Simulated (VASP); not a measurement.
**GaP: energy against volume**

GaP (zinc blende, F-43m, 20.045 Å³/atom and stress up to 0.18 GPa in the relaxed cell, cube axes along x, y and z) under an equal strain ε along all three axes. PBEsol in VASP (plane waves, PAW), 480 eV, 10×10×10 Γ-centred mesh, Gaussian smearing 0.05 eV; ions are relaxed, or left where forces stay under 0.02 eV/Å, within the symmetry of each cell.

Here V stands for volume and E for E less E0.

| volume (Å³/atom) | E less E0 (meV/atom) | pressure (GPa) |
|---|---|---|
| 18.8661 | 22.32 | 6.11 |
| 19.1563 | 12.68 | 4.47 |
| 19.4495 | 5.83 | 2.94 |
| 19.7457 | 1.64 | 1.51 |
| 20.0449 | 0.00 | 0.18 |
| 20.3470 | 0.77 | -1.06 |
| 20.6522 | 3.82 | -2.21 |
| 20.9605 | 9.05 | -3.28 |
| 21.2718 | 16.33 | -4.27 |
| 21.9036 | ? | ? |

The 9 complete rows are fitted with the third-order Birch-Murnaghan form, a cubic in V^(-2/3), E against V. With u = V^(-2/3) - 0.136, the rows have u = 0.005106, 0.003677, 0.002270, 0.000884, -0.000482, -0.001827, -0.003152, -0.004458, -0.005744. Least squares gives E = 0.304 + 940.3·u + 655315·u² + 1008674·u³. Residuals (row less fit): -0.004, 0.008, 0.003, -0.008, -0.003, 0.003, 0.001, 0.004, -0.003; standard error 0.006 (degrees of freedom: 5). Its minimum lies at u = -0.000719, so V0 = (0.135281)^(-3/2) = 20.10. There d²E/du² = 1306000 and d³E/du³ = 6052000, so B0 = (4/9) × 20.10^(-7/3) × 1306000 × 0.160218 = 84.7 GPa (the last factor turns the table's units into GPa), and B0' = 4 + (2/3) × 0.135281 × (6052000)/1306000 = 4.4. B0' rests on the cubic coefficient alone and has a standard error of 0.1 from these residuals.

**Question.** Estimate the missing E (V = 21.9036); what did the run itself give?

**Answer.** u = -0.008261, so E = 0.304 + 940.3 × (-0.008261) + 655315 × (-0.008261)² + 1008674 × (-0.008261)³ = 36.689 meV/atom. The calculation gives 36.61 meV/atom, 0.079 meV/atom below the prediction (0.2 % of the range of E in the table). The row lies outside the fitted rows, so this is an extrapolation. From the scatter of the fitted rows alone, a prediction at this place has a standard error of 0.025 meV/atom, so the miss is 3.2 times that.

Other structures, which can take over under pressure, weren't tried. The same form fitted to the pressure column gives B0' = 4.4; series where the two differ by over 0.4 aren't shown. Rows are the converged runs of the series near zero and its far end, less any whose ions stayed unrelaxed beside relaxed ones; series whose fitted rows scatter by over a few per cent of the range, as at a crossing or softening among them, aren't shown in this form.
